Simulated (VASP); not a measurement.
VASP ran on this input.

File KPOINTS:
```
Automatic mesh
0
G
 8 8 8
```

### INCAR
```
SYSTEM = Rb
PREC = Accurate
ENCUT = 400
EDIFF = 1E-8
NELM = 100
ALGO = Normal
LREAL = .FALSE.
LASPH = .TRUE.
ISMEAR = 1
SIGMA = 0.1
GGA = PS
LMAXMIX = 4
LWAVE = .FALSE.
LCHARG = .FALSE.
IBRION = 1
ISIF = 2
NSW = 30
EDIFFG = -0.001
```

### POSCAR
```
Rb
1
   -2.7874384333     2.7874384333     2.7874384333
    2.7874384333    -2.7874384333     2.7874384333
    2.7874384333     2.7874384333    -2.7874384333
Rb
1
Direct
  0.0000000000   0.0000000000   0.0000000000
```

POTCAR, in this order: Rb_sv (PBE.64 set). Program: vasp_std.

Write an equivalent input for Ansatz.

One equivalent input (not run):
Ansatz 0.2 input:
```yaml
crystal:
  lattice:
    - [-2.7874384, 2.7874384, 2.7874384]
    - [2.7874384, -2.7874384, 2.7874384]
    - [2.7874384, 2.7874384, -2.7874384]
  atoms:
    - { symbol: Rb, position: [0.0000000, 0.0000000, 0.0000000] }
kpoints:
  mp_grid: { grid: [8, 8, 8] }
hamiltonian:
  xc: pbesol
  pseudopotentials: { kind: paw }
scf:
  occupations: { method: methfessel_paxton, width: 0.1 }
  max_iter: 100
relax:
  max_steps: 30
  f_tol: 0.001
output: { forces: true, stress: true, eigenvalues: true }
```
What does not carry over: each code has its own PAW files, so the cut-off isn't converted (ENCUT is set for VASP's; basis.ecutwfc is left out, and Ansatz then takes the one that its files recommend); Ansatz stops its SCF on the density residual and VASP on the energy change (EDIFF).

The compound is Rb in the bcc structure. It was relaxed first. The start is the result of an earlier pass.
